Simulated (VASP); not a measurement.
A convergence study with VASP on Co (space group P6_3/mmc): one setting is varied, all else stays as given below, so the limit is that of these other settings.

```xyz
2
Lattice="1.2613 -2.1846 0.0000 1.2613 2.1846 0.0000 0.0000 0.0000 4.0903" Properties=species:S:1:pos:R:3 pbc="T T T"
Co     1.2613     0.7282     1.0226
Co     1.2613    -0.7282     3.0678
```
Starting moments (μB, in the order of the record's atoms Co Co): 2.0 2.0.

Calculation: LDA (Ceperley-Alder, Perdew-Zunger), VASP's LDA PAW potentials (set 64) (plane waves; VASP 6.6.1). The tightest run used: 450 eV cut-off, 15×15×8 Γ-centred mesh, Fermi-Dirac smearing of 0.10 eV, potentials Co.

### Question
The settings run are ENCUT = 150; ENCUT = 180; ENCUT = 210; ENCUT = 255; ENCUT = 300; ENCUT = 360; ENCUT = 450. From which on does the highest Γ mode stay within 5 cm⁻¹ of the tightest run?

### Answer
From ENCUT = 255 on: it is off by 3.6 there and by no more than 5 in any finer run, while ENCUT = 210 is off by 69.9.
```
setting      highest Γ mode (cm⁻¹)  plane waves  difference judged (cm⁻¹)
-----------  ---------------------  -----------  ------------------------
ENCUT = 150                  485.9          110                     297.9
ENCUT = 180                  248.0          135                      59.9
ENCUT = 210                  118.1          164                      69.9
ENCUT = 255                  184.5          218                       3.6
ENCUT = 300                  186.8          282                       1.3
ENCUT = 360                  187.0          360                       1.1
ENCUT = 450                  188.1          525                       0.0
```

Left out are rungs that failed or repeat a setting and relaxations that didn't move; long series are thinned to 24 rows.

The structure is a typed Co crystal (space group no. 194). The cell was not relaxed at this level.
